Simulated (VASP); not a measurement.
Output of a VASP run:

File OSZICAR:
```
...
DAV:   5    -0.815411664702E+01   -0.19238E+01   -0.18838E+01  2416   0.337E+01    0.578E+00
DAV:   6    -0.866111245575E+01   -0.50700E+00   -0.24782E+00  2392   0.123E+01    0.347E+00
DAV:   7    -0.866487829888E+01   -0.37658E-02   -0.55566E-01  2272   0.641E+00    0.302E-01
DAV:   8    -0.867107349838E+01   -0.61952E-02   -0.11614E-01  2400   0.263E+00    0.167E-01
DAV:   9    -0.867523652187E+01   -0.41630E-02   -0.34760E-02  2280   0.121E+00    0.184E-01
DAV:  10    -0.867838205857E+01   -0.31455E-02   -0.41997E-02  1928   0.140E+00    0.234E-01
DAV:  11    -0.867631254685E+01    0.20695E-02   -0.29314E-02  2072   0.136E+00    0.193E-01
DAV:  12    -0.867597596011E+01    0.33659E-03   -0.31128E-03  2032   0.570E-01    0.521E-02
DAV:  13    -0.867600366807E+01   -0.27708E-04   -0.23529E-04  2360   0.139E-01    0.402E-02
DAV:  14    -0.867601243854E+01   -0.87705E-05   -0.21262E-04  1944   0.120E-01    0.335E-02
DAV:  15    -0.867599976734E+01    0.12671E-04   -0.34138E-05  2360   0.460E-02    0.243E-02
DAV:  16    -0.867600502715E+01   -0.52598E-05   -0.66588E-06  2168   0.220E-02    0.217E-02
DAV:  17    -0.867598871351E+01    0.16314E-04   -0.90666E-06  1984   0.275E-02    0.116E-02
DAV:  18    -0.867598311977E+01    0.55937E-05   -0.50553E-06  2056   0.154E-02    0.639E-03
DAV:  19    -0.867597989540E+01    0.32244E-05   -0.18664E-06  1920   0.952E-03    0.326E-03
DAV:  20    -0.867597778629E+01    0.21091E-05   -0.10370E-06  1856   0.843E-03    0.781E-04
DAV:  21    -0.867597725541E+01    0.53088E-06   -0.49700E-08   968   0.502E-03    0.502E-04
DAV:  22    -0.867597690569E+01    0.34972E-06   -0.86614E-08  1032   0.505E-03    0.313E-04
DAV:  23    -0.867597690775E+01   -0.20691E-08   -0.41309E-08   888   0.477E-03
   1 F= -.86759769E+01 E0= -.86761581E+01  d E =-.867598E+01
       N       E                     dE             d eps       ncg     rms          rms(c)
DAV:   1    -0.867653415918E+01   -0.55725E-03   -0.42838E-02  1838   0.376E+00    0.992E-02
DAV:   2    -0.867621524812E+01    0.31891E-03   -0.12284E-03  2200   0.436E-01    0.546E-02
DAV:   3    -0.867610130357E+01    0.11394E-03   -0.73975E-04  2312   0.304E-01    0.173E-02
DAV:   4    -0.867609935154E+01    0.19520E-05   -0.39959E-05  2224   0.588E-02    0.114E-02
DAV:   5    -0.867610002791E+01   -0.67636E-06   -0.42261E-06  2176   0.163E-02    0.591E-03
DAV:   6    -0.867610064300E+01   -0.61509E-06   -0.23767E-06  2072   0.131E-02    0.981E-04
DAV:   7    -0.867610079875E+01   -0.15575E-06   -0.20740E-07  1200   0.538E-03    0.838E-04
DAV:   8    -0.867610085229E+01   -0.53546E-07   -0.49113E-08   882   0.544E-03
   2 F= -.86761009E+01 E0= -.86762501E+01  d E =-.123945E-03
       N       E                     dE             d eps       ncg     rms          rms(c)
DAV:   1    -0.867678465224E+01   -0.68385E-03   -0.62311E-02  1828   0.454E+00    0.120E-01
DAV:   2    -0.867631799499E+01    0.46666E-03   -0.17571E-03  2200   0.516E-01    0.657E-02
DAV:   3    -0.867615317500E+01    0.16482E-03   -0.10643E-03  2312   0.365E-01    0.207E-02
DAV:   4    -0.867615078988E+01    0.23851E-05   -0.56817E-05  2200   0.697E-02    0.137E-02
DAV:   5    -0.867615193728E+01   -0.11474E-05   -0.63371E-06  2184   0.199E-02    0.672E-03
DAV:   6    -0.867615271580E+01   -0.77851E-06   -0.32755E-06  2104   0.155E-02    0.119E-03
DAV:   7    -0.867615292084E+01   -0.20504E-06   -0.38324E-07  1504   0.639E-03    0.103E-03
DAV:   8    -0.867615297547E+01   -0.54633E-07   -0.57629E-08   928   0.533E-03
   3 F= -.86761530E+01 E0= -.86762719E+01  d E =-.176068E-03
```

File OUTCAR:
```
------------------------ aborting loop because EDIFF is reached ----------------------------------------
  FORCE on cell =-STRESS in cart. coord.  units (eV):
  Direction    XX          YY          ZZ          XY          YZ          ZX
  --------------------------------------------------------------------------------------
  Total        0.0174237      0.0174237      0.0172871      0.0000000      0.0000000      0.0000000
  in kB        0.1703589      0.1703589      0.1690233      0.0000000      0.0000000      0.0000000
  external PRESSURE =       0.1699137 kB  Pullay stress =       0.0000000 kB
  volume of cell :      163.86
      direct lattice vectors                 reciprocal lattice vectors
     1.945201132 -3.369187438  0.000000000     0.257042828 -0.148403735  0.000000000
     1.945201132  3.369187438  0.000000000     0.257042828  0.148403735  0.000000000
     0.000000000  0.000000000 12.501618848     0.000000000  0.000000000  0.079989641
 POSITION                                       TOTAL-FORCE (eV/Angst)
 -----------------------------------------------------------------------------------
      0.00000     -0.00000      6.25081        -0.000000     -0.000000      0.000000
      0.00000     -0.00000      0.00000        -0.000000     -0.000000      0.000000
      1.94520      1.12306      3.12540        -0.000000     -0.000000     -0.000000
      1.94520     -1.12306      9.37621         0.000000      0.000000      0.000000
 -----------------------------------------------------------------------------------
    total drift:                                0.000000     -0.000000      0.000000
  FREE ENERGIE OF THE ION-ELECTRON SYSTEM (eV)
  ---------------------------------------------------
  free  energy   TOTEN  =        -8.6761529755 eV

  energy  without entropy=       -8.6765098283  energy(sigma->0) =       -8.67627193

 reached required accuracy - stopping structural energy minimisation
```
(Selected blocks of OUTCAR.)

File POSCAR:
```
La
1
    1.9427667911    -3.3649710351     0.0000000000
    1.9427667911     3.3649710351     0.0000000000
    0.0000000000     0.0000000000    12.5329682341
La
4
Direct
  0.0000000000   0.0000000000   0.5000000000
  0.0000000000   0.0000000000   0.0000000000
  0.3333330000   0.6666670000   0.2500000000
  0.6666670000   0.3333330000   0.7500000000
```

Q: Write an INCAR and KPOINTS that could have produced this output.

A: One answer among several that fit: the input of the run itself, vdW-DF2, plane waves, VASP's PBE PAW potentials (set 64).

**KPOINTS**
```
Automatic mesh
0
Gamma
9 9 3
0 0 0
```

**INCAR**
```
SYSTEM = La
PREC = Accurate
ENCUT = 520
EDIFF = 1E-7
NELM = 100
ALGO = Normal
LREAL = .FALSE.
LASPH = .TRUE.
ISMEAR = 1
SIGMA = 0.1
GGA = ML
ZAB_VDW = -1.8867
LUSE_VDW = .TRUE.
AGGAC = 0.0
LMAXMIX = 6
LWAVE = .FALSE.
LCHARG = .FALSE.
ISIF = 4
IBRION = 2
NSW = 30
EDIFFG = -0.01
```

POTCAR, in this order: La (PBE.64 set). Program: vasp_std.

The compound is La in the dhcp structure. This run relaxes it. Symmetry was kept, so distortions that lower it aren't found.
